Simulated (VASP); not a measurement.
**CsSi3 in VASP: the effect of exact exchange**

CsSi3:

```
CELL_PARAMETERS angstrom
4.07885 0.00000 0.00000
-2.03942 3.53239 0.00000
0.00000 0.00000 7.55180
ATOMIC_POSITIONS crystal
Cs 0.00000 0.00000 0.50000
Si 0.00000 0.00000 0.00000
Si 0.33333 0.66667 0.10904
Si 0.66667 0.33333 0.89096
```

The cell was built by a generator and needn't be a form met in nature.

Alike in all runs:

| Quantity | Value |
| --- | --- |
| Program | VASP 6.6.1 |
| Task | single point |
| Functional | HSE(alpha, omega) |
| Potentials or basis | VASP PAW PBE potentials, release 64 (Cs_sv, Si) |
| Cutoff | 520 eV |
| k mesh | 4 × 4 × 2 |
| Occupations | fermi-dirac, width 0.05 eV |
| Spin | no spin polarisation |

| exact exchange | pressure (GPa) | largest force (eV/Å) |
| --- | --- | --- |
| 0.05 | 0.2 | 0.55 |
| 0.1 | 0.1 | 0.53 |
| 0.15 | -0.1 | 0.52 |
| 0.2 | -0.3 | 0.51 |
| 0.25 | -0.5 | 0.50 |
| 0.3 | -0.6 | 0.49 |
| 0.4 | -1.0 | 0.46 |
| 0.5 | ? | ? |

Task: What does the run with exact exchange 0.5 give?

Result: Pressure -1.4 GPa; largest force 0.44 eV/Å.

Worked out: A straight line through the other rows of the pressure, of slope -3.49 GPa per unit of exact exchange, extrapolates to -1.3 GPa, against the run's -1.4. A straight line through the other rows of the largest force, of slope -0.24 eV/Å per unit of exact exchange, extrapolates to 0.44 eV/Å, against the run's 0.44.

Caveats: all runs use coarse meshes; the PAW data sets were made with another functional, which shifts forces and pressure a little.
